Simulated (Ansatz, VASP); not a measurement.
**One calculation of La2Mg3, two programs**

```xyz
5
Lattice="5.6838 0.0000 0.0000 0.0000 5.6838 0.0000 0.0000 0.0000 5.6838" Properties=species:S:1:pos:R:3 pbc="T T T"
La    0.0000    0.0000    0.0000
La    2.8419    2.8419    2.8419
Mg    0.0000    2.8419    2.8419
Mg    2.8419    0.0000    2.8419
Mg    2.8419    2.8419    0.0000
```

Alike in both runs: functional PBE; k mesh 8 × 8 × 8; occupations gaussian, width 0.1 eV; no spin polarisation.

Ansatz relaxed the structure, and its values are those at the end. VASP's run is a single point on that final structure, the one shown.

|  | VASP | Ansatz |
| --- | --- | --- |
| version | VASP 6.6.1 | Ansatz 0.2.0 |
| potentials or method | VASP PAW PBE potentials, release 64 (La, Mg) | scalar-relativistic, plane waves, PAW |
| plane-wave cutoff (eV) | 520 | 420 |
| valence electrons in the cell | 28 | 52 |

|  | VASP | Ansatz | Ansatz less VASP |
| --- | --- | --- | --- |
| gap on the k mesh at the Fermi level (eV) | none | none | - |
| pressure (GPa) | 0.0 | 0.0 | +0.05 |

A gap of «none» marks a metal or a gap that the smearing closes. The two sets of potentials don't hold the same shells in valence.

The runs have no spin-orbit coupling, so splittings on La are missing.
